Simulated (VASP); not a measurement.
OSZICAR of a VASP run on CuI (zinc blende):

File OSZICAR:
```
       N       E                     dE             d eps       ncg     rms          rms(c)
DAV:   1     0.677229402868E+02    0.67723E+02   -0.70587E+03   520   0.123E+03
DAV:   2    -0.322298795145E+02   -0.99953E+02   -0.93120E+02   525   0.253E+02
DAV:   3    -0.388838707172E+02   -0.66540E+01   -0.65653E+01   703   0.781E+01
DAV:   4    -0.390845767614E+02   -0.20071E+00   -0.20061E+00   642   0.124E+01
DAV:   5    -0.390897604955E+02   -0.51837E-02   -0.51836E-02   738   0.201E+00    0.583E+00
DAV:   6    -0.360946932224E+02    0.29951E+01   -0.85772E+00   520   0.804E+01    0.481E+00
DAV:   7    -0.357934273149E+02    0.30127E+00   -0.15033E+00   580   0.465E+01    0.240E+00
DAV:   8    -0.358051393560E+02   -0.11712E-01   -0.59740E-01   586   0.220E+01    0.140E+00
DAV:   9    -0.357226341339E+02    0.82505E-01   -0.20517E-01   645   0.121E+01    0.215E-01
DAV:  10    -0.357897001797E+02   -0.67066E-01   -0.27529E-02   520   0.174E+00    0.107E-01
DAV:  11    -0.357898335556E+02   -0.13338E-03   -0.55232E-04   674   0.251E-01    0.650E-02
DAV:  12    -0.357891045395E+02    0.72902E-03   -0.14785E-03   605   0.118E+00    0.915E-02
DAV:  13    -0.357899232590E+02   -0.81872E-03   -0.13516E-03   610   0.109E+00    0.146E-02
DAV:  14    -0.357899137912E+02    0.94677E-05   -0.39766E-05   540   0.821E-02    0.100E-02
DAV:  15    -0.357899366754E+02   -0.22884E-04   -0.18777E-05   632   0.947E-02    0.394E-03
DAV:  16    -0.357899360187E+02    0.65677E-06   -0.11556E-06   485   0.105E-02
   1 F= -.35789936E+02 E0= -.35789936E+02  d E =-.357899E+02
       N       E                     dE             d eps       ncg     rms          rms(c)
DAV:   1    -0.359040482808E+02   -0.11411E+00   -0.18518E+00   520   0.339E+01    0.271E+00
DAV:   2    -0.358366637931E+02    0.67384E-01   -0.12320E+00   520   0.334E+01    0.110E+00
DAV:   3    -0.357955994159E+02    0.41064E-01   -0.22619E-01   520   0.173E+01    0.413E-01
DAV:   4    -0.357926697698E+02    0.29296E-02   -0.16163E-02   642   0.973E-01    0.189E-01
DAV:   5    -0.357924786442E+02    0.19113E-03   -0.26736E-03   695   0.132E+00    0.119E-01
DAV:   6    -0.357926792791E+02   -0.20063E-03   -0.62764E-04   663   0.389E-01    0.490E-02
DAV:   7    -0.357926478970E+02    0.31382E-04   -0.25237E-04   540   0.220E-01    0.172E-02
DAV:   8    -0.357926819911E+02   -0.34094E-04   -0.13558E-04   520   0.117E-01    0.111E-02
DAV:   9    -0.357927162383E+02   -0.34247E-04   -0.42475E-05   633   0.141E-01    0.378E-03
DAV:  10    -0.357927161720E+02    0.66279E-07   -0.34800E-06   600   0.158E-02
   2 F= -.35792716E+02 E0= -.35792716E+02  d E =-.278015E-02
```

Which electronic solver shows in the log?

It is blocked Davidson (ALGO = Normal, or the opening steps of other solvers). The INCAR had ALGO = Normal.

Can the final energy be trusted as converged?

The run converged. It stopped with EDIFF = 1E-6, NELM = 100, NSW = 60 and EDIFFG = -0.01 after 2 ionic steps (r2SCAN meta-GGA, plane waves, VASP's PBE PAW potentials (set 64)). Energy and stress use the plane-wave basis of the starting cell.

The compound is CuI in the zinc blende structure. This run relaxes it. Symmetry was kept, so distortions that lower it aren't found.
